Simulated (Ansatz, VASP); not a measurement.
# In19As19H30 (InAs wire along [111], 38 atoms a period, H-terminated): VASP beside Ansatz, part 3 of 3

One calculation is typed for both programs; each brings its own data sets. How far apart do they land? Of the first pair: The structure shown is the start of the Ansatz relaxation below; VASP solves that cell, so the two are compared at the walk's first step.

VASP 6.6.1 and Ansatz 0.2.0.

So far. Step 4 (Side by side): The forces differ by 27 meV/Å r.m.s., which is 8.6 % of the r.m.s. force of 0.309 eV/Å (both taken over all components).

**6. VASP: single point, PBE, relaxed cell, pair 2**

Level of this step: PBE; plane waves and PAW (In_d, As, H) (VASP).

The same cell, functional, mesh and smearing now go to VASP, with its own data sets.

INCAR

```
SYSTEM = In19As19H30
PREC = Accurate
ENCUT = 500
EDIFF = 1E-06
NELM = 120
ISMEAR = -1
SIGMA = 0.05
LREAL = Auto
ALGO = Normal
GGA = PE
NBANDS = 240
LORBIT = 11
LWAVE = .FALSE.
LCHARG = .FALSE.
ISIF = 2
LASPH = .TRUE.
GGA_COMPAT = .FALSE.
EFERMI = MIDGAP
KPAR = 4
```

POSCAR

```
In19As19H30
1.0
   18.4610000000      0.0000000000      0.0000000000
    0.0000000000     20.0480000000      0.0000000000
    0.0000000000      0.0000000000     10.7375411851
In As H
19 19 30
Direct
    0.3843964404      0.4439584669      0.0128291970
    0.5000000000      0.2453562814      0.9908012339
    0.6156035596      0.4439584669      0.0128291970
    0.2541474596      0.3746795999      0.3257432875
    0.3882571445      0.5648219802      0.3448262827
    0.5000000000      0.3865874769      0.3448181188
    0.5000000000      0.7668558421      0.3257685147
    0.6117428555      0.5648219802      0.3448262827
    0.7458525404      0.3746795999      0.3257432875
    0.2583931104      0.5075790751      0.6614017547
    0.3812310034      0.3116392089      0.6614085045
    0.3771622022      0.6970262988      0.6614107775
    0.5000000000      0.5054116631      0.6695216759
    0.6228377978      0.6970262988      0.6614107775
    0.6187689966      0.3116392089      0.6614085045
    0.7416068896      0.5075790751      0.6614017547
    0.2554194637      0.6354550753      0.9908058763
    0.5000000000      0.6283400139      0.0128169604
    0.7445805363      0.6354550753      0.9908058763
    0.2717569618      0.6267369996      0.2411777440
    0.3781118308      0.4406009413      0.2595613571
    0.5000000000      0.2627073146      0.2411642124
    0.5000000000      0.6350165621      0.2595528571
    0.6218881692      0.4406009413      0.2595613571
    0.7282430382      0.6267369996      0.2411777440
    0.2713785097      0.3838523491      0.5761678800
    0.3810594398      0.5686496735      0.5918421795
    0.5000000000      0.3789258986      0.5918368397
    0.5000000000      0.7485259156      0.5761828477
    0.6189405602      0.5686496735      0.5918421795
    0.7286214903      0.3838523491      0.5761678800
    0.2717534045      0.5097637959      0.9124243359
    0.3899599634      0.3212099840      0.9124308615
    0.3817832056      0.6852620422      0.9124255793
    0.5000000000      0.5054101569      0.9202037719
    0.6182167944      0.6852620422      0.9124255793
    0.6100400366      0.3212099840      0.9124308615
    0.7282465955      0.5097637959      0.9124243359
    0.1833415776      0.4269404575      0.2822922895
    0.2678929605      0.2920696912      0.2823429807
    0.4154265377      0.7971551893      0.2823419635
    0.5845734623      0.7971551893      0.2823419635
    0.7321070395      0.2920696912      0.2823429807
    0.8166584224      0.4269404575      0.2822922895
    0.2027559980      0.5980291235      0.2967818150
    0.2642408930      0.6961116195      0.2967978755
    0.4385050442      0.2220132370      0.2967280542
    0.5614949558      0.2220132370      0.2967280542
    0.7357591070      0.6961116195      0.2967978755
    0.7972440020      0.5980291235      0.2967818150
    0.1804043438      0.5494649110      0.6142692162
    0.2987241001      0.7381999835      0.6142704530
    0.3816728632      0.2284791663      0.6143355661
    0.6183271368      0.2284791663      0.6143355661
    0.7012758999      0.7381999835      0.6142704530
    0.8195956562      0.5494649110      0.6142692162
    0.2049563657      0.3485287940      0.6293029245
    0.5000000000      0.8191505132      0.6293268075
    0.7950436343      0.3485287940      0.6293029245
    0.1771708157      0.6770182215      0.9468024495
    0.5000000000      0.1621704107      0.9467087655
    0.8228291843      0.6770182215      0.9468024495
    0.2046068733      0.4745201270      0.9626521674
    0.3232521044      0.2852683032      0.9626606437
    0.3813500948      0.7564294789      0.9626502664
    0.6186499052      0.7564294789      0.9626502664
    0.6767478956      0.2852683032      0.9626606437
    0.7953931267      0.4745201270      0.9626521674
```

KPOINTS

```
Automatic mesh
0
Gamma
1 1 8
0 0 0
```

Potentials, in the order of the species: In_d, As and H (PBE family, release 64).

The run is started by

```sh
$ mpirun -np 8 vasp_std
```

Numbers of over 12 decimals in the logs are rounded to 6 here.

Log:

```text
[banner, memory and clock lines left out]
running    8 mpi-ranks, on    1 nodes
[...]
[... a notice as in an earlier step ...]

 LDA part: xc-table for (Slater+PW92), standard interpolation
 POSCAR, INCAR and KPOINTS ok, starting setup
[...]
entering main loop
       N       E                     dE             d eps       ncg     rms          rms(c)
DAV:   1     0.296100946922E+04    0.29610E+04   -0.13807E+05  2920   0.119E+03
DAV:   2     0.999296369511E+02   -0.28611E+04   -0.28021E+04  2872   0.297E+02
DAV:   3    -0.228614842433E+03   -0.32854E+03   -0.32642E+03  2848   0.141E+02
DAV:   4    -0.246924169201E+03   -0.18309E+02   -0.18257E+02  2912   0.355E+01
[...]
DAV:  33    -0.235616717915E+03   -0.24552E-05   -0.12265E-07  1816   0.114E-03    0.201E-03
DAV:  34    -0.235616718925E+03   -0.10100E-05   -0.45104E-08  1856   0.897E-04    0.131E-03
DAV:  35    -0.235616719239E+03   -0.31420E-06   -0.15232E-08  1824   0.415E-04
   1 F= -.23561672E+03 E0= -.23561672E+03  d E =-.302969E-07
```

OUTCAR, selected parts (step 6):

```text
 POSITION                                       TOTAL-FORCE (eV/Angst)
 -----------------------------------------------------------------------------------
      7.09634      8.90048      0.13775        -0.016097     -0.007012     -0.006654
      9.23050      4.91890     10.63877        -0.000000     -0.024130     -0.010137
     11.36466      8.90048      0.13775         0.016097     -0.007012     -0.006654
      4.69182      7.51158      3.49768        -0.019986     -0.005306      0.004375
      7.16762     11.32355      3.70259        -0.008955      0.006433     -0.008320
      9.23050      7.75031      3.70250        -0.000000     -0.017765     -0.010165
      9.23050     15.37393      3.49795        -0.000000      0.024457      0.011594
     11.29338     11.32355      3.70259         0.008955      0.006433     -0.008320
     13.76918      7.51158      3.49768         0.019986     -0.005306      0.004375
      4.77020     10.17595      7.10183        -0.027086      0.015875     -0.004406
      7.03791      6.24774      7.10190        -0.000285     -0.032164     -0.005594
      6.96279     13.97398      7.10193        -0.026242      0.011229     -0.006788
      9.23050     10.13249      7.18902        -0.000000      0.001968      0.021582
     11.49821     13.97398      7.10193         0.026242      0.011229     -0.006788
[...]
-----------------------------------------------------------------------------------
    total drift:                                0.000000     -0.020680      0.019911

  FREE ENERGIE OF THE ION-ELECTRON SYSTEM (eV)
  ---------------------------------------------------
  free  energy   TOTEN  =      -235.6167192392 eV

  energy  without entropy=     -235.6167192089  energy(sigma->0) =     -235.61671922

[... 1 part as in an earlier step ...]

[... 1 further part left out ...]
```

**7. Differences**

What differs besides the data sets and the points named for the pairs above, as far as they apply: the data sets hold 562 valence electrons in Ansatz (on its PAW soft_1 files) and 372 in VASP; the cutoff is 420 eV in Ansatz and 500 eV in VASP (PREC = Accurate, projectors in real space). Total energies have different zeros and are not compared.

Compared:

| quantity | Ansatz | VASP | difference |
| --- | --- | --- | --- |
| pressure (GPa) | 0.01 | 0.01 | -0.01 |
| gap on the k mesh (eV) | 1.685 | 1.687 | -0.003 |

Forces on 7 of the 68 atoms, those with the largest forces and the largest differences (eV/Å; atoms numbered as in POSCAR):

| atom | Ansatz x, y, z | VASP x, y, z |
| --- | --- | --- |
| As20 | 0.005, -0.003, 0.003 | 0.079, -0.046, -0.060 |
| As22 | 0.000, 0.006, 0.002 | 0.000, 0.090, -0.059 |
| As25 | -0.005, -0.003, 0.003 | -0.079, -0.046, -0.060 |
| As29 | 0.000, 0.006, -0.017 | 0.000, -0.069, -0.045 |
| As33 | -0.003, 0.004, -0.005 | 0.057, 0.044, -0.031 |
| As34 | 0.005, 0.000, -0.005 | 0.007, -0.071, -0.031 |
| As37 | 0.003, 0.004, -0.005 | -0.057, 0.044, -0.031 |

The forces differ by 30 meV/Å r.m.s., where the r.m.s. force is 0.006 eV/Å in Ansatz and 0.031 eV/Å in VASP: the atoms lie near their places of rest in Ansatz, so a percentage would say little (all taken over all components). A gap on the mesh is an upper bound, since the band edges may lie between its points.

**8. Summary of results**

```json
{
 "r.m.s. force difference (single point, PBE, start cell, pair 1)": "8.6 % of the r.m.s. force",
 "r.m.s. force difference (single point, PBE, relaxed cell, pair 2)": "30 meV/Å"
}
```

In words: The r.m.s. force difference is 8.6 % of the r.m.s. force (single point, PBE, start cell, pair 1), beyond the 3 % picked in this series as the mark of a large difference. The data sets hold unlike numbers of valence electrons (562 in Ansatz and 372 in VASP), so part of the differences comes from the potentials. What causes the difference of the single point, PBE, start cell, pair 1 pair stays open here. What causes the difference of the single point, PBE, relaxed cell, pair 2 pair stays open here. How closely two codes agree says nothing of how well the functional describes the real material.

[Lines on the potential files, build, host, timing and source positions are cut from VASP's logs without a mark.]

[Logs are printed without paths, hosts, clocks, repeated set-up lines and the standing remarks that a program may print on its own settings, such as how far it seeks lower states.]

[Hosts, paths, dates, database ids (printed as entryN), source tags and the programs' standing remarks are cut or masked in the printed files.]
